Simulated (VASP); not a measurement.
Output of a VASP run:

File OUTCAR:
```
 ion  position               nearest neighbor table
   1  0.000  0.000  0.000-
  LATTYP: Found a body centered cubic cell.
 ALAT       =     6.3195000000
 Subroutine PRICEL returns:
 Original cell was already a primitive cell.
 Subroutine GETGRP returns: Found 48 space group operations
The static configuration has the point symmetry O_h .
The dynamic configuration has the point symmetry O_h .
 Subroutine INISYM returns: Found 48 space group operations
 Subroutine IBZKPT returns following result:
 Found     16 irreducible k-points:

 Following reciprocal coordinates:
            Coordinates               Weight
  0.000000  0.000000  0.000000      1.000000
  0.166667  0.000000  0.000000     12.000000
  0.333333  0.000000  0.000000     12.000000
  0.500000  0.000000  0.000000      6.000000
  0.166667  0.166667  0.000000     24.000000
  0.333333  0.166667 -0.000000     48.000000
  0.333333  0.333333  0.000000      8.000000
  0.166667  0.166667  0.166667      8.000000
  0.333333  0.166667  0.166667     12.000000
 -0.166667  0.166667  0.166667      6.000000
 -0.333333  0.333333  0.166667     24.000000
  0.500000  0.500000  0.166667     12.000000
 -0.333333  0.500000  0.166667     24.000000
 -0.333333  0.333333  0.333333      6.000000
  0.500000  0.500000  0.333333     12.000000
  0.500000  0.500000  0.500000      1.000000
   k-points           NKPTS =     16   k-points in BZ     NKDIM =     16   number of bands    NBANDS=      8
   number of dos      NEDOS =    301   number of ions     NIONS =      1
   total plane-waves  NPLWV =  32768
   dimension x,y,z NGX =    32 NGY =   32 NGZ =   32
   dimension x,y,z NGXF=    64 NGYF=   64 NGZF=   64
   ions per type =               1
   PREC   = accura    normal or accurate (medium, high low for compatibility)
   ISTART =      0    job   : 0-new  1-cont  2-samecut
   ICHARG =      2    charge: 1-file 2-atom 10-const
   ISPIN  =      1    spin polarized calculation?
   LNONCOLLINEAR =      F non collinear calculations
   LSORBIT =      F    spin-orbit coupling
   INIWAV =      1    electr: 0-lowe 1-rand  2-diag
   ENCUT  =  300.0 eV  22.05 Ry    4.70 a.u.   7.73  7.73  7.73*2*pi/ulx,y,z
   NELM   =    100;   NELMIN=  2; NELMDL= -5     # of ELM steps
   EDIFF  = 0.1E-05   stopping-criterion for ELM
   LREAL  =      F    real-space projection
   NLSPLINE    = F    spline interpolate recip. space projectors
   LMAXMIX     =    4 max onsite mixed and CHGCAR
   VOSKOWN=      0    Vosko Wilk Nusair interpolation
   EDIFFG = 0.1E-04   stopping-criterion for IOM
   NSW    =      0    number of steps for IOM
   NBLOCK =      1;   KBLOCK =      1    inner block; outer block
   IBRION =     -1    ionic relax: 0-MD 1-quasi-New 2-CG
   NFREE  =      0    steps in history (QN), initial steepest desc. (CG)
   ISIF   =      2    stress and relaxation
   ISYM   =      2    0-nonsym 1-usesym 2-fastsym
   TEIN   =    0.0    initial temperature
   TEBEG  =    0.0;   TEEND  =   0.0 temperature during run
   SMASS  =  -3.00    Nose mass-parameter (am)
   PSTRESS=    0.0 pullay stress
   NELECT =       9.0000    total number of electrons
   EFERMI =   0.00;   METHOD = LEGACY
   ISMEAR =    -1;   SIGMA  =   0.05  broadening in eV -4-tet -1-fermi 0-gaus
   IALGO  =     38    algorithm
   LDIAG  =      T    sub-space diagonalisation (order eigenvalues)
   IMIX   =      4    mixing-type and parameters
     AMIX     =   0.40;   BMIX     =  1.00
     AMIX_MAG =   1.60;   BMIX_MAG =  1.00
     AMIN     =   0.10
   GGA     = CA    functional components
   VOSKOWN =     0    Vosko Wilk Nusair interpolation
   LHFCALC =     F    Hartree Fock is set to
   LHFONE  =     F    Hartree Fock one center treatment
   AEXX    =    0.0000 exact exchange contribution
   IVDW    =     0    specifies the selected vdW correction
   LEPSILON=     F    determine dielectric tensor
   LRPA    =     F    only Hartree local field effects (RPA)
  energy-cutoff  :      300.00
...
```

**OSZICAR**
```
       N       E                     dE             d eps       ncg     rms          rms(c)
DAV:   1     0.455738130640E+02    0.45574E+02   -0.22380E+03   256   0.523E+02
DAV:   2     0.390644235397E+01   -0.41667E+02   -0.41222E+02   280   0.108E+02
DAV:   3    -0.871004768858E+00   -0.47774E+01   -0.47770E+01   272   0.420E+01
DAV:   4    -0.940240514157E+00   -0.69236E-01   -0.69234E-01   496   0.635E+00
DAV:   5    -0.940250377702E+00   -0.98635E-05   -0.98635E-05   312   0.757E-02    0.127E-01
DAV:   6    -0.940154635412E+00    0.95742E-04   -0.10911E-03   456   0.176E-01    0.832E-02
DAV:   7    -0.940441752728E+00   -0.28712E-03   -0.25711E-03   352   0.272E-01    0.328E-02
DAV:   8    -0.940476267647E+00   -0.34515E-04   -0.76171E-05   400   0.621E-02    0.307E-03
DAV:   9    -0.940477087482E+00   -0.81984E-06   -0.10454E-06   416   0.546E-03
   1 F= -.94047709E+00 E0= -.93142563E+00  d E =-.181029E-01
```

OUTCAR:
```
------------------------ aborting loop because EDIFF is reached ----------------------------------------
  FORCE on cell =-STRESS in cart. coord.  units (eV):
  Direction    XX          YY          ZZ          XY          YZ          ZX
  --------------------------------------------------------------------------------------
  Total       -0.3542233     -0.3542233     -0.3542233      0.0000000      0.0000000      0.0000000
  in kB       -4.4974838     -4.4974838     -4.4974838      0.0000000      0.0000000      0.0000000
  external PRESSURE =      -4.4974838 kB  Pullay stress =       0.0000000 kB
  volume of cell :      126.19
      direct lattice vectors                 reciprocal lattice vectors
    -3.159750000  3.159750000  3.159750000     0.000000000  0.158240367  0.158240367
     3.159750000 -3.159750000  3.159750000     0.158240367  0.000000000  0.158240367
     3.159750000  3.159750000 -3.159750000     0.158240367  0.158240367  0.000000000
 POSITION                                       TOTAL-FORCE (eV/Angst)
 -----------------------------------------------------------------------------------
      0.00000      0.00000      0.00000         0.000000     -0.000000      0.000000
 -----------------------------------------------------------------------------------
    total drift:                                0.000000      0.000000      0.000000
  FREE ENERGIE OF THE ION-ELECTRON SYSTEM (eV)
  ---------------------------------------------------
  free  energy   TOTEN  =        -0.9404770875 eV

  energy  without entropy=       -0.9223741769  energy(sigma->0) =       -0.93142563
```
(Selected blocks of OUTCAR.)

POSCAR:
```
Cs
1
   -3.1597500000     3.1597500000     3.1597500000
    3.1597500000    -3.1597500000     3.1597500000
    3.1597500000     3.1597500000    -3.1597500000
Cs
1
Direct
  0.0000000000   0.0000000000   0.0000000000
```

Task: Reconstruct the remaining input files.

Result: One answer among several that fit: the input of the run itself, LDA (Ceperley-Alder, Perdew-Zunger), plane waves, VASP's LDA PAW potentials (set 64).

**INCAR**
```
LREAL=.False.
LASPH=.True.   # aspherical one-centre terms
LMAXMIX=4
ALGO=Normal   # blocked Davidson
ENCUT=300
EDIFF=1E-6   # SCF stop (eV)
SIGMA=0.05
ISMEAR=-1
LWAVE=.False.
PREC=Accurate
LCHARG=.False.
SYSTEM=Cs
NELM=100   # most electronic steps
ISIF=2
```

File KPOINTS:
```
Automatic mesh
0
Gamma
6 6 6
0 0 0
```

POTCAR, in this order: Cs_sv (LDA.64 set). Program: vasp_std.

At this cut-off the stress carries a Pulay error, which pulls relaxed volumes low.

The structure comes from a computed database's Cs entry; how it stands against other phases isn't given here. The cell was not relaxed at this level. The run is one of a series of settings (GGA removed, POTCAR Cs_sv (LDA.64 set) against the base run), some of them coarse on purpose.
